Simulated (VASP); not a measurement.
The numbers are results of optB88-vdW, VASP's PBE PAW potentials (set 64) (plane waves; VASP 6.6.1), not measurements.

Input for VASP

INCAR:
```
! general
SYSTEM    =  Pt3Ti
PREC      =  Accurate
ENCUT     =  520
LREAL     =  .FALSE.
LASPH     =  .TRUE.

! electronic loop
EDIFF     =  1E-7
NELM      =  100
ALGO      =  Normal
LMAXMIX   =  6

! smearing
ISMEAR    =  1
SIGMA     =  0.1

! functional
GGA       =  BO
LUSE_VDW  =  .TRUE.
AGGAC     =  0.0
PARAM1    =  0.1833333333
PARAM2    =  0.22

! ions
ISIF      =  2

! output
LWAVE     =  .FALSE.
LCHARG    =  .FALSE.
```

File KPOINTS:
```
Automatic mesh
0
Gamma
8 8 8
0 0 0
```

POSCAR:
```
Pt3Ti
1
    4.0298992760     0.0000000000     0.0000000000
    0.0000000000     4.0298992760     0.0000000000
    0.0000000000     0.0000000000     4.0298992760
Ti Pt
1 3
Direct
  0.0000000000   0.0000000000   0.0000000000
  0.0000000000   0.5000000000   0.5000000000
  0.5000000000   0.0000000000   0.5000000000
  0.5000000000   0.5000000000   0.0000000000
```

POTCAR, in this order: Ti_sv Pt (PBE.64 set). Program: vasp_std.

The resulting files:

OSZICAR:
```
       N       E                     dE             d eps       ncg     rms          rms(c)
DAV:   1     0.383829553634E+03    0.38383E+03   -0.21233E+04  1750   0.178E+03
DAV:   2     0.120100434821E+02   -0.37182E+03   -0.36510E+03  1897   0.440E+02
DAV:   3    -0.209040932291E+02   -0.32914E+02   -0.31239E+02  2718   0.108E+02
DAV:   4    -0.218840385081E+02   -0.97995E+00   -0.97521E+00  2096   0.199E+01
DAV:   5    -0.219153349765E+02   -0.31296E-01   -0.31270E-01  2606   0.355E+00    0.175E+01
DAV:   6    -0.209687584696E+02    0.94658E+00   -0.34172E+01  2578   0.344E+01    0.188E+01
DAV:   7    -0.194802580218E+02    0.14885E+01   -0.46544E+01  2642   0.386E+01    0.878E+00
DAV:   8    -0.188317514101E+02    0.64851E+00   -0.16868E+00  2485   0.861E+00    0.448E+00
DAV:   9    -0.186507358219E+02    0.18102E+00   -0.20615E+00  2648   0.738E+00    0.182E+00
DAV:  10    -0.186277359135E+02    0.23000E-01   -0.14216E-01  2519   0.254E+00    0.516E-01
DAV:  11    -0.186287837102E+02   -0.10478E-02   -0.19279E-03  2159   0.311E-01    0.455E-01
DAV:  12    -0.186267995660E+02    0.19841E-02   -0.15585E-02  2661   0.673E-01    0.906E-02
DAV:  13    -0.186267414818E+02    0.58084E-04   -0.32966E-04  2379   0.124E-01    0.330E-02
DAV:  14    -0.186267382309E+02    0.32510E-05   -0.22141E-05  2498   0.273E-02    0.164E-02
DAV:  15    -0.186267360279E+02    0.22030E-05   -0.15377E-05  2634   0.239E-02    0.285E-03
DAV:  16    -0.186267361440E+02   -0.11608E-06   -0.29728E-07  1791   0.405E-03    0.163E-03
DAV:  17    -0.186267361352E+02    0.88012E-08   -0.42938E-08  1172   0.154E-03
   1 F= -.18626736E+02 E0= -.18627276E+02  d E =0.161970E-02
```

**OUTCAR**
```
------------------------ aborting loop because EDIFF is reached ----------------------------------------
  FORCE on cell =-STRESS in cart. coord.  units (eV):
  Direction    XX          YY          ZZ          XY          YZ          ZX
  --------------------------------------------------------------------------------------
  Total       -4.8322917     -4.8322917     -4.8322917      0.0000000     -0.0000000      0.0000000
  in kB     -118.2990210   -118.2990210   -118.2990210      0.0000000     -0.0000000      0.0000000
  external PRESSURE =    -118.2990210 kB  Pullay stress =       0.0000000 kB
  volume of cell :       65.45
      direct lattice vectors                 reciprocal lattice vectors
     4.029899276  0.000000000  0.000000000     0.248145160  0.000000000  0.000000000
     0.000000000  4.029899276  0.000000000     0.000000000  0.248145160  0.000000000
     0.000000000  0.000000000  4.029899276     0.000000000  0.000000000  0.248145160
 POSITION                                       TOTAL-FORCE (eV/Angst)
 -----------------------------------------------------------------------------------
      0.00000      0.00000      0.00000         0.000000      0.000000      0.000000
      0.00000      2.01495      2.01495         0.000000      0.000000      0.000000
      2.01495      0.00000      2.01495         0.000000      0.000000      0.000000
      2.01495      2.01495      0.00000         0.000000      0.000000      0.000000
 -----------------------------------------------------------------------------------
    total drift:                                0.000000      0.000000     -0.000000
  FREE ENERGIE OF THE ION-ELECTRON SYSTEM (eV)
  ---------------------------------------------------
  free  energy   TOTEN  =       -18.6267361352 eV

  energy  without entropy=      -18.6283558351  energy(sigma->0) =      -18.62727604
```
(Selected blocks of OUTCAR.)

**OUTCAR**
```
 val. band max:       10.0175094077   @ k =   0.5000   0.1250   0.1250

 cond. band min:      10.0597048280   @ k =   0.3750   0.0000   0.0000


 Fermi energy:        10.0496806892

 k-point     1 :       0.0000    0.0000    0.0000
  band No.  band energies     occupation
      1     -48.1607      2.00000
      2     -24.4652      2.00000
      3     -24.4652      2.00000
      4     -24.4652      2.00000
      5       0.8536      2.00000
      6       3.6763      2.00000
      7       3.9447      2.00000
      8       3.9447      2.00000
      9       4.2329      2.00000
     10       4.2329      2.00000
     11       4.2329      2.00000
     12       6.8697      2.00000
     13       6.8697      2.00000
     14       6.8697      2.00000
     15       8.5213      2.00000
     16       8.5213      2.00000
     17       9.4931      2.00000
     18       9.9940      1.79910
     19       9.9940      1.79910
     20       9.9940      1.79909
     21      11.1748     -0.00000
     22      11.1748     -0.00000
     23      11.6872     -0.00000
     24      11.6872     -0.00000
     25      11.7916     -0.00000

 k-point     2 :       0.1250    0.0000    0.0000
  band No.  band energies     occupation
      1     -48.1605      2.00000
      2     -24.4675      2.00000
      3     -24.4655      2.00000
      4     -24.4655      2.00000
      5       1.0413      2.00000
      6       3.7890      2.00000
      7       4.0036      2.00000
      8       4.0978      2.00000
      9       4.2995      2.00000
     10       4.3416      2.00000
     11       4.3416      2.00000
     12       6.7660      2.00000
     13       6.9229      2.00000
     14       6.9229      2.00000
     15       8.3746      2.00000
     16       8.5434      2.00000
     17       9.3384      2.00000
     18       9.3510      2.00000
     19       9.3510      2.00000
     20       9.9944      1.79522
     21      10.6174     -0.00000
     22      11.0871     -0.00000
     23      11.0871     -0.00000
...
```

Unless said otherwise, spin-orbit coupling is left out, though it shifts the bands of the heavy elements here.

The compound is Pt3Ti in the L1_2 structure. This cell is one point of a volume scan, at 1.06 of the reference volume.
